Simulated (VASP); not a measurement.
# A VASP study of InPd (r2SCAN + rVV10): structure first, properties next, part 2 of 5

What structure does InPd take at this level, and what are its properties? The start is a computed cell from the Materials Project.

VASP 6.6.1; r2SCAN with rVV10; plane waves and PAW (In_d, Pd).

Still holding for the runs below: This run has no spin polarisation. Its electron count is odd, so without a moment it is a metal by construction. The k-mesh is coarse for a metal.

So far. Step 2 (Relaxing cell and atoms (r2SCAN + rVV10)): It ends with forces that vanish by symmetry and a pressure of -0.06 GPa.

## Step 3: Second relaxation

A relaxation keeps the plane waves of the cell it began with, so it is repeated from the new cell, on a basis made for it.

Input file INCAR:

```
SYSTEM = InPd
PREC = Accurate
ENCUT = 400
EDIFF = 1E-06
NELM = 100
ISMEAR = 1
SIGMA = 0.2
LREAL = .FALSE.
ALGO = Normal
METAGGA = R2SCAN
LUSE_VDW = .TRUE.
IVDW_NL = 2
BPARAM = 11.95
CPARAM = 0.0093
LASPH = .TRUE.
NBANDS = 17
LORBIT = 11
LWAVE = .FALSE.
LCHARG = .FALSE.
KPAR = 2
IBRION = 2
NSW = 60
ISIF = 3
EDIFFG = -0.01
```

Input file POSCAR:

```
InPd
1.0
    3.2593201929      0.0000000000      0.0000000000
    0.0000000000      3.2593201929      0.0000000000
    0.0000000000      0.0000000000      3.2593201929
In Pd
1 1
Direct
    0.0000000000      0.0000000000      0.0000000000
    0.5000000000      0.5000000000      0.5000000000
```

Input file KPOINTS:

```
Automatic mesh
0
Gamma
6 6 6
0 0 0
```

The projector-augmented-wave data sets are In_d and Pd (PBE family, release 64).

Command:

```
mpirun -np 2 vasp_std
```

The log of the run:

```text
[banner, memory and clock lines left out]
running    2 mpi-ranks, on    1 nodes
 distrk:  each k-point on    1 cores,    2 groups
 distr:  one band on    1 cores,    1 groups

 POSCAR found type information on POSCAR InPd
 POSCAR found :  2 types and       2 ions
 [... a notice as in an earlier step ...]

 [... a notice as in an earlier step ...]

 LDA part: xc-table for (None), standard interpolation
 POSCAR, INCAR and KPOINTS ok, starting setup
 FFT: planning ... GRIDC
 FFT: planning ... GRID_SOFT
 FFT: planning ... GRID
 WAVECAR not read
 entering main loop
       N       E                     dE             d eps       ncg     rms          rms(c)
Total rVV10 correction in eV:      0.6134774    28.2377842
Total rVV10 correction in eV:      0.6134774    28.2377842
DAV:   1     0.115776210694E+03    0.11578E+03   -0.99300E+03   680   0.152E+03
DAV:   2    -0.437412804849E+02   -0.15952E+03   -0.15445E+03   697   0.342E+02
DAV:   3    -0.513337338640E+02   -0.75925E+01   -0.75360E+01   814   0.872E+01
DAV:   4    -0.514880913766E+02   -0.15436E+00   -0.15428E+00   914   0.108E+01
DAV:   5    -0.514962643129E+02   -0.81729E-02   -0.81726E-02   930   0.219E+00    0.910E+00
Total rVV10 correction in eV:      0.5950440    28.2377834
Total rVV10 correction in eV:      0.5950440    28.2377834
DAV:   6    -0.461024190056E+02    0.53938E+01   -0.43605E+00   709   0.293E+01    0.388E+00
Total rVV10 correction in eV:      0.5975542    28.2377834
Total rVV10 correction in eV:      0.5975542    28.2377834
DAV:   7    -0.460058266179E+02    0.96592E-01   -0.39528E-01   878   0.589E+00    0.258E+00
Total rVV10 correction in eV:      0.5947023    28.2377834
Total rVV10 correction in eV:      0.5947023    28.2377834
DAV:   8    -0.460121369203E+02   -0.63103E-02   -0.30425E-02   845   0.145E+00    0.120E+00
Total rVV10 correction in eV:      0.5919033    28.2377834
Total rVV10 correction in eV:      0.5919033    28.2377834
DAV:   9    -0.460120972419E+02    0.39678E-04   -0.14224E-02   751   0.120E+00    0.237E-01
Total rVV10 correction in eV:      0.5916171    28.2377834
Total rVV10 correction in eV:      0.5916171    28.2377834
DAV:  10    -0.460123822323E+02   -0.28499E-03   -0.95601E-04   995   0.295E-01    0.259E-01
Total rVV10 correction in eV:      0.5914068    28.2377834
Total rVV10 correction in eV:      0.5914068    28.2377834
DAV:  11    -0.460124282219E+02   -0.45990E-04   -0.22810E-04   838   0.181E-01    0.354E-02
Total rVV10 correction in eV:      0.5915661    28.2377834
Total rVV10 correction in eV:      0.5915661    28.2377834
DAV:  12    -0.460124195984E+02    0.86235E-05   -0.43013E-05   877   0.117E-01    0.892E-02
Total rVV10 correction in eV:      0.5916295    28.2377834
Total rVV10 correction in eV:      0.5916295    28.2377834
DAV:  13    -0.460124189612E+02    0.63722E-06   -0.11986E-05   832   0.384E-02    0.501E-02
Total rVV10 correction in eV:      0.5916202    28.2377834
Total rVV10 correction in eV:      0.5916202    28.2377834
DAV:  14    -0.460124179221E+02    0.10391E-05   -0.53181E-07   367   0.143E-02    0.311E-02
Total rVV10 correction in eV:      0.5916079    28.2377834
Total rVV10 correction in eV:      0.5916079    28.2377834
DAV:  15    -0.460124169385E+02    0.98354E-06   -0.92581E-07   360   0.128E-02
Total rVV10 correction in eV:      0.5916086    28.2377834
Total rVV10 correction in eV:      0.5916086    28.2377834
Total rVV10 correction in eV:      0.5916085    28.2377834
Total rVV10 correction in eV:      0.5916085    28.2377834
   1 F= -.46012417E+02 E0= -.46013728E+02  d E =-.460124E+02
 curvature:   0.00 expect dE= 0.000E+00 dE for cont linesearch  0.000E+00
 trial: gam= 0.00000 g(F)=  0.000E+00 g(S)=  0.876E-05 ort = 0.000E+00 (trialstep = 0.100E+01)
 search vector abs. value=  0.876E-05
 reached required accuracy - stopping structural energy minimisation
```

Elapsed: 41 s, on 2 MPI ranks of Intel Xeon Platinum 8259CL at 2.50GHz (Skylake/Cascade Lake), shared host; peak memory 0.4 GiB; 79 s of CPU time.

Parts of OUTCAR (step 3):

```text
  LATTYP: Found a simple cubic cell.
 ALAT       =     3.2593201929

The static configuration has the point symmetry O_h .

 Found     20 irreducible k-points:

   ENCUT  =  400.0 eV  29.40 Ry    5.42 a.u.   5.32  5.32  5.32*2*pi/ulx,y,z

   NELECT =      23.0000    total number of electrons

 E-fermi :  10.6130

 k-point     1 :       0.0000    0.0000    0.0000
  band No.  band energies     occupation
    ...
      7       6.4763      2.00000
      8       6.4763      2.00000
      9       8.1261      2.00000
     10       8.1261      2.00000
     11       8.1261      2.00000
     12      15.0826      0.00000
     13      15.0826      0.00000
     14      15.0826      0.00000
     15      20.8420      0.00000
     16      21.5245      0.00000
    ...

 k-point     2 :       0.1667    0.0000    0.0000
  band No.  band energies     occupation
    ...
      7       6.4814      2.00000
      8       6.5241      2.00000
      9       7.8170      2.00000
     10       7.8170      2.00000
     11       8.1066      2.00000
     12      12.6725     -0.00000
     13      15.9728      0.00000
     14      15.9728      0.00000
     15      21.1532      0.00000
     16      21.3628      0.00000
    ...

  Total       -0.0110007     -0.0110007     -0.0110007     -0.0000000      0.0000000     -0.0000000
  in kB       -0.5090360     -0.5090360     -0.5090360     -0.0000000      0.0000000     -0.0000000
  external PRESSURE =      -0.5090360 kB  Pullay stress =       0.0000000 kB

  energy-cutoff  :      400.00
  volume of cell :       34.62
      direct lattice vectors                 reciprocal lattice vectors
     3.259320193  0.000000000  0.000000000     0.306812446  0.000000000  0.000000000
     0.000000000  3.259320193  0.000000000     0.000000000  0.306812446  0.000000000
     0.000000000  0.000000000  3.259320193     0.000000000  0.000000000  0.306812446

 POSITION                                       TOTAL-FORCE (eV/Angst)
 -----------------------------------------------------------------------------------
      0.00000      0.00000      0.00000         0.000000      0.000000      0.000000
      1.62966      1.62966      1.62966         0.000000      0.000000      0.000000
 -----------------------------------------------------------------------------------
    total drift:                                0.000000      0.000000     -0.000000

  FREE ENERGIE OF THE ION-ELECTRON SYSTEM (eV)
  ---------------------------------------------------
  free  energy   TOTEN  =       -46.0124169385 eV

  energy  without entropy=      -46.0163503296  energy(sigma->0) =      -46.01372807

[... 6 parts as in an earlier step ...]

[... 6 further parts left out ...]
```

Little changed from the start: no atom moved by 0.005 Å and no cell edge by 0.1 %.

Numbers from this step:

```
pressure                        : -0.05090 GPa
SCF cycles over all ionic steps : 15
```

It ends with forces that vanish by symmetry and a pressure of -0.05 GPa. The volume moved by under 0.01 %: the run met its threshold at the first step.

## Step 4: Density, ELF and potential (r2SCAN + rVV10)

A single point on the relaxed cell gives a clean self-consistent state, with density, ELF and potential written out.

INCAR, as its differences from that of step 3:

```diff
@@ -18,7 +18,5 @@
 LWAVE = .FALSE.
-LCHARG = .FALSE.
-KPAR = 2
-IBRION = 2
-NSW = 60
-ISIF = 3
-EDIFFG = -0.01
+LCHARG = .TRUE.
+ISIF = 2
+LELF = .TRUE.
+LVHAR = .TRUE.
```

POSCAR is that of step 3.

KPOINTS is that of step 3.

Command:

```
mpirun -np 2 vasp_std
```

The log of the run:

```text
[banner, memory and clock lines left out]
running    2 mpi-ranks, on    1 nodes
 distrk:  each k-point on    2 cores,    1 groups
 distr:  one band on    1 cores,    2 groups

 POSCAR found type information on POSCAR InPd
 POSCAR found :  2 types and       2 ions
 [... a notice as in an earlier step ...]

 [... a notice as in an earlier step ...]

 LDA part: xc-table for (None), standard interpolation
|                                                                             |
|           W    W    AA    RRRRR   N    N  II  N    N   GGGG   !!!           |
|           W    W   A  A   R    R  NN   N  II  NN   N  G    G  !!!           |
|           W    W  A    A  R    R  N N  N  II  N N  N  G       !!!           |
|           W WW W  AAAAAA  RRRRR   N  N N  II  N  N N  G  GGG   !            |
|           WW  WW  A    A  R   R   N   NN  II  N   NN  G    G                |
|           W    W  A    A  R    R  N    N  II  N    N   GGGG   !!!           |
|                                                                             |
|     The number of bands has been changed from the values supplied in        |
|     The orbitals not found in the WAVECAR file will be initialized with     |
|     random numbers, which is usually adequate. For correlated               |
|     calculations, however, you should redo the groundstate calculation.     |
|     I found NBANDS = 17. Now, NBANDS = 18.                                  |
|                                                                             |

 POSCAR, INCAR and KPOINTS ok, starting setup
 FFT: planning ... GRIDC
 FFT: planning ... GRID_SOFT
 FFT: planning ... GRID
 WAVECAR not read
 entering main loop
       N       E                     dE             d eps       ncg     rms          rms(c)
Total rVV10 correction in eV:      0.6134774    28.2377842
DAV:   1     0.114138731047E+03    0.11414E+03   -0.96793E+03   728   0.142E+03
DAV:   2    -0.432944768937E+02   -0.15743E+03   -0.15097E+03   728   0.333E+02
DAV:   3    -0.513085177962E+02   -0.80140E+01   -0.79653E+01   834   0.847E+01
DAV:   4    -0.514889033615E+02   -0.18039E+00   -0.18027E+00   926   0.109E+01
DAV:   5    -0.514961543454E+02   -0.72510E-02   -0.72504E-02   962   0.192E+00    0.910E+00
Total rVV10 correction in eV:      0.5950444    28.2377834
DAV:   6    -0.461027274487E+02    0.53934E+01   -0.41722E+00   770   0.276E+01    0.389E+00
Total rVV10 correction in eV:      0.5975705    28.2377834
DAV:   7    -0.460058881851E+02    0.96839E-01   -0.37450E-01   880   0.556E+00    0.257E+00
Total rVV10 correction in eV:      0.5947058    28.2377834
DAV:   8    -0.460120385284E+02   -0.61503E-02   -0.28696E-02   862   0.136E+00    0.120E+00
Total rVV10 correction in eV:      0.5919046    28.2377834
DAV:   9    -0.460121112454E+02   -0.72717E-04   -0.13472E-02   770   0.112E+00    0.235E-01
Total rVV10 correction in eV:      0.5916240    28.2377834
DAV:  10    -0.460123775969E+02   -0.26635E-03   -0.93660E-04  1052   0.278E-01    0.264E-01
Total rVV10 correction in eV:      0.5914088    28.2377834
DAV:  11    -0.460124286459E+02   -0.51049E-04   -0.22816E-04   912   0.173E-01    0.346E-02
Total rVV10 correction in eV:      0.5915678    28.2377834
DAV:  12    -0.460124195649E+02    0.90810E-05   -0.43024E-05   936   0.110E-01    0.922E-02
Total rVV10 correction in eV:      0.5916250    28.2377834
DAV:  13    -0.460124190952E+02    0.46979E-06   -0.97330E-06   922   0.329E-02
Total rVV10 correction in eV:      0.5915857    28.2377834
Total rVV10 correction in eV:      0.5916182    28.2377834
   1 F= -.46012419E+02 E0= -.46013730E+02  d E =0.393290E-02
```

The job ended after 26 s (2 MPI ranks; peak memory 0.34 GiB; 50 s of CPU time).

From OUTCAR (step 4):

```text
The static configuration has the point symmetry O_h .

 Found     20 irreducible k-points:

   k-points           NKPTS =     20   k-points in BZ     NKDIM =     20   number of bands    NBANDS=     18

   NELECT =      23.0000    total number of electrons

 E-fermi :  10.6133

 k-point     1 :       0.0000    0.0000    0.0000
  band No.  band energies     occupation
    ...
      7       6.4768      2.00000
      8       6.4768      2.00000
      9       8.1267      2.00000
     10       8.1267      2.00000
     11       8.1267      2.00000
     12      15.0826      0.00000
     13      15.0826      0.00000
     14      15.0826      0.00000
     15      20.8423      0.00000
     16      21.5252      0.00000
    ...

 k-point     2 :       0.1667    0.0000    0.0000
  band No.  band energies     occupation
    ...
      7       6.4819      2.00000
      8       6.5245      2.00000
      9       7.8176      2.00000
     10       7.8176      2.00000
     11       8.1071      2.00000
     12      12.6726     -0.00000
     13      15.9728      0.00000
     14      15.9728      0.00000
     15      21.1536      0.00000
     16      21.3634      0.00000
    ...

  Total       -0.0453351     -0.0453351     -0.0453351     -0.0000000     -0.0000000      0.0000000
  in kB       -2.0978006     -2.0978006     -2.0978006     -0.0000000     -0.0000000      0.0000000
  external PRESSURE =      -2.0978006 kB  Pullay stress =       0.0000000 kB

  FREE ENERGIE OF THE ION-ELECTRON SYSTEM (eV)
  ---------------------------------------------------
  free  energy   TOTEN  =       -46.0124190952 eV

  energy  without entropy=      -46.0163519954  energy(sigma->0) =      -46.01373006

 total charge
# of ion       s       p       d       tot
------------------------------------------
    1        0.806   0.793   9.901  11.500
    2        0.447   0.439   8.650   9.536
--------------------------------------------------
tot          1.252   1.232  18.551  21.036

[... 8 parts as in an earlier step ...]

[... 5 further parts left out ...]
```

Numbers from this step:

```yaml
scf_cycles: 13
bands: 18
pressure: -0.2098 GPa
```

Valence electrons inside each PAW sphere by angular momentum. Sphere charges, by row:

```
atom  s (e)  p (e)  d (e)  tot (e)
 In1  0.806  0.793  9.901     11.5
 Pd2  0.447  0.439   8.65    9.536
```

ELF in the ac plane at fractional y = 0.000, with atoms of In within 0.2 Å of it. It is the smooth field of the valence electrons, not physical close to the nuclei.

Ten even steps from '0' (0.01) to '9' (0.30):
```
00038977997798300
00269968998699620
23699778998779963
78998789999878998
99977788888877799
77678887777888767
77889877667789887
89999876666789999
89999876666789999
77889877667789887
77678887777888767
99977788888877799
78998789999878998
23699778998779963
00269968998699620
00038977997798300
50027977887797200
```
Columns run along a (3.3 Å), rows up along c (3.3 Å). Atoms in or near the plane, at fractional coordinates: In at (0.00, 0.00).

Electrostatic potential energy in the ac plane at fractional y = 0.000, with atoms of In within 0.2 Å of it. With pseudopotentials it is smooth inside the atoms' cores, unlike the true potential.

Ten even steps from '0' (-90 eV) to '9' (2 eV):
```
00025799999975200
00146899999986410
22457999999997542
55678999999998765
77899999999999987
99999999999999999
99999999999999999
99999999999999999
99999999999999999
99999999999999999
99999999999999999
77899999999999987
55678999999998765
22457999999997542
00146899999986410
00025799999975200
00025799999975200
```
Columns run along a (3.3 Å; values clipped at the 3rd and 97th percentile), rows up along c (3.3 Å). Atoms in or near the plane, at fractional coordinates: In at (0.00, 0.00).

Valence density in the ac plane at fractional y = 0.000, with atoms of In within 0.2 Å of it. It is the smooth field of the valence electrons, not physical close to the nuclei.

Ten even steps from '_' (0 e/Å³) to '@' (12 e/Å³):
```
%%##++::____________________::++##
++++--..____________________..--++
--::..________________________..::
..________________________________
__________________________________
__________________________________
__________________________________
__________________________________
__________________________________
__________________________________
__________________________________
__________________________________
..________________________________
--::..________________________..::
++++--..____________________..--++
%%##++::____________________::++##
@@%%++--..________________..--++%%
```
Columns run along a (3.3 Å), rows up along c (3.3 Å). Atoms in or near the plane, at fractional coordinates: In at (0.00, 0.00).

In this run the pressure is -0.21 GPa, small enough to go on.

[end of part 2 of 5]

[Lines on the potential files, build, host, timing and source positions are cut from VASP's logs without a mark.]

[Logs are printed without paths, hosts, clocks, repeated set-up lines and the standing remarks that a program may print on its own settings, such as how far it seeks lower states.]

[Hosts, paths, dates, database ids (printed as entryN), source tags and the programs' standing remarks are cut or masked in the printed files.]

[A measured line is paired with the nearest computed mode of its activity, which favours agreement.]
